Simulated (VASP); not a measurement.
Method: RPBE GGA, VASP's PBE PAW potentials (set 64) (plane waves; VASP).

Input for VASP

**POSCAR**
```
SiO2
1
    4.2681614438     0.0000000000     0.0000000000
    0.0000000000     4.2681614438     0.0000000000
    0.0000000000     0.0000000000     2.6999786127
Si O
2 4
Direct
  0.0000000000   0.0000000000   0.0000000000
  0.5000000000   0.5000000000   0.5000000000
  0.3074851788   0.3074851788   0.0000000000
  0.8074851788   0.1925148212   0.5000000000
  0.1925148212   0.8074851788   0.5000000000
  0.6925148212   0.6925148212   0.0000000000
```

INCAR:
```
IBRION  =  2
LCHARG  =  F
NELM  =  100
PREC  =  Accurate
ISMEAR  =  0   ! Gaussian
ENCUT  =  520   ! plane-wave cut-off (eV)
NSW  =  30
LWAVE  =  F
SYSTEM  =  SiO2
LREAL  =  F   ! projection in real space or not
SIGMA  =  0.05   ! width (eV)
ISIF  =  4   ! ions and shape, fixed volume
GGA  =  RP   ! RPBE
EDIFF  =  1E-7
EDIFFG  =  -0.01
ALGO  =  Normal   ! blocked Davidson
LASPH  =  T
```

File KPOINTS:
```
Automatic mesh
0
Gamma
5 5 8
0 0 0
```

POTCAR, in this order: Si O (PBE.64 set). Program: vasp_std.

What VASP printed:

File OUTCAR:
```
 ion  position               nearest neighbor table
   1  0.000  0.000  0.000-   4 1.78   5 1.78   4 1.78   5 1.78   3 1.86   6 1.86
   2  0.500  0.500  0.500-   3 1.78   6 1.78   3 1.78   6 1.78   5 1.86   4 1.86
   3  0.307  0.307  0.000-   2 1.78   2 1.78   1 1.86
   4  0.807  0.193  0.500-   1 1.78   1 1.78   2 1.86
   5  0.193  0.807  0.500-   1 1.78   1 1.78   2 1.86
   6  0.693  0.693  0.000-   2 1.78   2 1.78   1 1.86
  LATTYP: Found a simple tetragonal cell.
 ALAT       =     4.2681614438
 C/A-ratio  =     0.6325858682
 Subroutine PRICEL returns:
 Original cell was already a primitive cell.
 Subroutine GETGRP returns: Found 16 space group operations
The static configuration has the point symmetry D_2h.
 The point group associated with its full space group is D_4h.
The dynamic configuration has the point symmetry D_2h.
 Subroutine INISYM returns: Found 16 space group operations
 Subroutine IBZKPT returns following result:
 Found     30 irreducible k-points:

 Following reciprocal coordinates:
            Coordinates               Weight
  0.000000  0.000000  0.000000      1.000000
  0.200000  0.000000  0.000000      4.000000
  0.400000  0.000000  0.000000      4.000000
  0.200000  0.200000  0.000000      4.000000
  0.400000  0.200000  0.000000      8.000000
  0.400000  0.400000  0.000000      4.000000
  0.000000  0.000000  0.125000      2.000000
  0.200000  0.000000  0.125000      8.000000
  0.400000  0.000000  0.125000      8.000000
  0.200000  0.200000  0.125000      8.000000
  0.400000  0.200000  0.125000     16.000000
  0.400000  0.400000  0.125000      8.000000
  0.000000  0.000000  0.250000      2.000000
  0.200000  0.000000  0.250000      8.000000
  0.400000  0.000000  0.250000      8.000000
  0.200000  0.200000  0.250000      8.000000
  0.400000  0.200000  0.250000     16.000000
  0.400000  0.400000  0.250000      8.000000
  0.000000  0.000000  0.375000      2.000000
  0.200000  0.000000  0.375000      8.000000
  0.400000  0.000000  0.375000      8.000000
  0.200000  0.200000  0.375000      8.000000
  0.400000  0.200000  0.375000     16.000000
  0.400000  0.400000  0.375000      8.000000
  0.000000  0.000000  0.500000      1.000000
  0.200000  0.000000  0.500000      4.000000
  0.400000  0.000000  0.500000      4.000000
  0.200000  0.200000  0.500000      4.000000
  0.400000  0.200000  0.500000      8.000000
  0.400000  0.400000  0.500000      4.000000
   k-points           NKPTS =     30   k-points in BZ     NKDIM =     30   number of bands    NBANDS=     20
   number of dos      NEDOS =    301   number of ions     NIONS =      6
   total plane-waves  NPLWV =  20480
   dimension x,y,z NGX =    32 NGY =   32 NGZ =   20
   dimension x,y,z NGXF=    64 NGYF=   64 NGZF=   40
   ions per type =               2   4
   PREC   = accura    normal or accurate (medium, high low for compatibility)
   ISTART =      0    job   : 0-new  1-cont  2-samecut
   ICHARG =      2    charge: 1-file 2-atom 10-const
   ISPIN  =      1    spin polarized calculation?
   LNONCOLLINEAR =      F non collinear calculations
   LSORBIT =      F    spin-orbit coupling
   INIWAV =      1    electr: 0-lowe 1-rand  2-diag
   ENCUT  =  520.0 eV  38.22 Ry    6.18 a.u.   7.94  7.94  5.02*2*pi/ulx,y,z
   NELM   =    100;   NELMIN=  2; NELMDL= -5     # of ELM steps
   EDIFF  = 0.1E-06   stopping-criterion for ELM
   LREAL  =      F    real-space projection
   NLSPLINE    = F    spline interpolate recip. space projectors
   LMAXMIX     =    2 max onsite mixed and CHGCAR
   VOSKOWN=      0    Vosko Wilk Nusair interpolation
   EDIFFG = -.1E-01   stopping-criterion for IOM
   NSW    =     30    number of steps for IOM
   NBLOCK =      1;   KBLOCK =     30    inner block; outer block
...
```

### OSZICAR
```
       N       E                     dE             d eps       ncg     rms          rms(c)
DAV:   1     0.169529552796E+03    0.16953E+03   -0.18162E+04  1200   0.153E+03
DAV:   2    -0.405351891394E+02   -0.21006E+03   -0.20069E+03  1632   0.321E+02
DAV:   3    -0.482338772229E+02   -0.76987E+01   -0.76675E+01  1440   0.654E+01
DAV:   4    -0.483019041776E+02   -0.68027E-01   -0.67952E-01  1416   0.691E+00
DAV:   5    -0.483026647240E+02   -0.76055E-03   -0.76046E-03  1396   0.723E-01    0.174E+01
DAV:   6    -0.437801041111E+02    0.45226E+01   -0.18118E+01  1332   0.300E+01    0.808E+00
DAV:   7    -0.438343796957E+02   -0.54276E-01   -0.50417E-01  1404   0.511E+00    0.301E+00
DAV:   8    -0.438662355953E+02   -0.31856E-01   -0.25180E-02  1360   0.155E+00    0.114E+00
DAV:   9    -0.438799506281E+02   -0.13715E-01   -0.15898E-02  1372   0.126E+00    0.329E-01
DAV:  10    -0.438805339398E+02   -0.58331E-03   -0.17762E-03  1400   0.356E-01    0.674E-02
DAV:  11    -0.438804573494E+02    0.76590E-04   -0.37736E-04  1376   0.146E-01    0.736E-03
DAV:  12    -0.438804633622E+02   -0.60128E-05   -0.16772E-05  1380   0.336E-02    0.872E-03
DAV:  13    -0.438804634302E+02   -0.67972E-07   -0.25293E-06  1396   0.125E-02    0.454E-03
DAV:  14    -0.438804635832E+02   -0.15307E-06   -0.19362E-07  1084   0.380E-03    0.153E-03
DAV:  15    -0.438804636110E+02   -0.27783E-07   -0.20595E-08   760   0.120E-03
   1 F= -.43880464E+02 E0= -.43880464E+02  d E =-.438805E+02
       N       E                     dE             d eps       ncg     rms          rms(c)
DAV:   1    -0.438804608010E+02    0.27823E-05   -0.15461E-02  1236   0.106E+00    0.336E-02
DAV:   2    -0.438804828389E+02   -0.22038E-04   -0.31526E-04  1408   0.138E-01    0.181E-02
DAV:   3    -0.438804781737E+02    0.46652E-05   -0.47648E-06  1404   0.226E-02    0.771E-03
DAV:   4    -0.438804775584E+02    0.61529E-06   -0.31717E-06  1392   0.158E-02    0.137E-03
DAV:   5    -0.438804775748E+02   -0.16354E-07   -0.39792E-07  1244   0.530E-03
   2 F= -.43880478E+02 E0= -.43880478E+02  d E =-.139637E-04
       N       E                     dE             d eps       ncg     rms          rms(c)
DAV:   1    -0.438804844601E+02   -0.69017E-05   -0.22443E-03  1224   0.406E-01    0.128E-02
DAV:   2    -0.438804873911E+02   -0.29309E-05   -0.45741E-05  1404   0.527E-02    0.699E-03
DAV:   3    -0.438804866082E+02    0.78291E-06   -0.70103E-07  1380   0.868E-03    0.297E-03
DAV:   4    -0.438804864771E+02    0.13102E-06   -0.46143E-07  1296   0.607E-03    0.510E-04
DAV:   5    -0.438804864752E+02    0.19754E-08   -0.57267E-08   696   0.205E-03
   3 F= -.43880486E+02 E0= -.43880486E+02  d E =-.228641E-04
```

File OUTCAR:
```
------------------------ aborting loop because EDIFF is reached ----------------------------------------
  FORCE on cell =-STRESS in cart. coord.  units (eV):
  Direction    XX          YY          ZZ          XY          YZ          ZX
  --------------------------------------------------------------------------------------
  Total       -0.0275081     -0.0275081     -0.0338079     -0.0000000      0.0000000      0.0000000
  in kB       -0.8960424     -0.8960424     -1.1012526     -0.0000000      0.0000000      0.0000000
  external PRESSURE =      -0.9644458 kB  Pullay stress =       0.0000000 kB
  volume of cell :       49.19
      direct lattice vectors                 reciprocal lattice vectors
     4.267794799 -0.000000000  0.000000000     0.234313046  0.000000000  0.000000000
     0.000000000  4.267794799  0.000000000     0.000000000  0.234313046  0.000000000
     0.000000000  0.000000000  2.700442541     0.000000000  0.000000000  0.370309675
 POSITION                                       TOTAL-FORCE (eV/Angst)
 -----------------------------------------------------------------------------------
      0.00000      0.00000      0.00000        -0.000000      0.000000      0.000000
      2.13390      2.13390      1.35022        -0.000000      0.000000      0.000000
      1.31265      1.31265      0.00000         0.000204      0.000204      0.000000
      3.44655      0.82124      1.35022         0.000204     -0.000204     -0.000000
      0.82124      3.44655      1.35022        -0.000204      0.000204      0.000000
      2.95514      2.95514      0.00000        -0.000204     -0.000204     -0.000000
 -----------------------------------------------------------------------------------
    total drift:                                0.000000     -0.000000     -0.000000
  FREE ENERGIE OF THE ION-ELECTRON SYSTEM (eV)
  ---------------------------------------------------
  free  energy   TOTEN  =       -43.8804864752 eV

  energy  without entropy=      -43.8804864752  energy(sigma->0) =      -43.88048648

 reached required accuracy - stopping structural energy minimisation
```
(Selected blocks of OUTCAR.)

File CONTCAR:
```
SiO2
   1.00000000000000
     4.2677947992012859   -0.0000000000000000    0.0000000000000000
     0.0000000000000000    4.2677947992012859    0.0000000000000000
     0.0000000000000000    0.0000000000000000    2.7004425408614652
  Si              O
     2     4
Direct
     0.0000000000000000    0.0000000000000000    0.0000000000000000
     0.5000000000000000    0.5000000000000000    0.5000000000000000
     0.3075716302238594    0.3075716302238594    0.0000000000000000
     0.8075716302238594    0.1924283697761406    0.5000000000000000
     0.1924283697761406    0.8075716302238594    0.5000000000000000
     0.6924283697761406    0.6924283697761406    0.0000000000000000
```

**OUTCAR**
```
 val. band max:        7.5869444303   @ k =   0.0000   0.0000   0.0000

 cond. band min:      12.4138735165   @ k =   0.0000   0.0000   0.0000


 Fermi energy:         7.8102414186

 k-point     1 :       0.0000    0.0000    0.0000
  band No.  band energies     occupation
      1     -14.4816      2.00000
      2     -11.1473      2.00000
      3     -11.1473      2.00000
      4     -11.0344      2.00000
      5      -2.8480      2.00000
      6       1.4900      2.00000
      7       1.4900      2.00000
      8       1.8869      2.00000
      9       2.5129      2.00000
     10       2.7155      2.00000
     11       4.6351      2.00000
     12       4.6351      2.00000
     13       5.1105      2.00000
     14       6.7616      2.00000
     15       6.7616      2.00000
     16       7.5869      2.00000
     17      12.4139      0.00000
     18      14.2588      0.00000
     19      15.8867      0.00000
     20      15.8867      0.00000

 k-point     2 :       0.2000    0.0000    0.0000
  band No.  band energies     occupation
      1     -14.2898      2.00000
      2     -11.9362      2.00000
      3     -11.0565      2.00000
      4     -10.6300      2.00000
      5      -2.5716      2.00000
      6       0.5405      2.00000
      7       1.6687      2.00000
      8       2.4713      2.00000
      9       2.6589      2.00000
     10       3.4380      2.00000
     11       4.2864      2.00000
     12       4.7135      2.00000
     13       5.1843      2.00000
     14       5.9606      2.00000
     15       6.6915      2.00000
     16       7.2971      2.00000
     17      13.0583      0.00000
     18      14.5467      0.00000
     19      15.9715      0.00000
     20      16.0120      0.00000

 k-point     3 :       0.4000    0.0000    0.0000
  band No.  band energies     occupation
      1     -13.7372      2.00000
      2     -12.9007      2.00000
      3     -10.8292      2.00000
      4     -10.6095      2.00000
      5      -1.8300      2.00000
...
```

The compound is SiO2 in the rutile structure, stishovite, a high-pressure form. This run relaxes it. Symmetry was kept, so distortions that lower it aren't found.
